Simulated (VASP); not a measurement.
Pd (fcc): the cohesive energy from VASP (plane waves, PAW) at several levels of theory. Atoms are spin-polarised in a large box without symmetry, with the spin fixed by Hund's rule, and may not be in the lowest state of each functional; no zero-point energy is added.

```json
[
 {"level": "LDA", "cohesive energy (eV/atom)": "5.06", "error against measurement": "+28.7 %"},
 {"level": "PBE", "cohesive energy (eV/atom)": "3.74", "error against measurement": "-4.8 %"}
]
```

Measured: 3.93 eV/atom at 0 K (as given by Daniel Mejia-Rodriguez et al., Physical Review B (2018), arXiv:1807.09216; static lattice: zero-point vibration energy added).

The cell of the LDA run:

```
CELL_PARAMETERS angstrom
      0.00000     1.92088     1.92088
      1.92088     0.00000     1.92088
      1.92088     1.92088     0.00000
ATOMIC_POSITIONS crystal
  Pd 0.00000 0.00000 0.00000
```

Only levels that ran to the end are used. Left out are those held back, those with too coarse a band path, GW runs whose mesh misses a band edge, hybrids' fits of cells that aren't cubic and levels without matching references; a question may draw on a part of the rest.

The compound is Pd in the fcc structure.
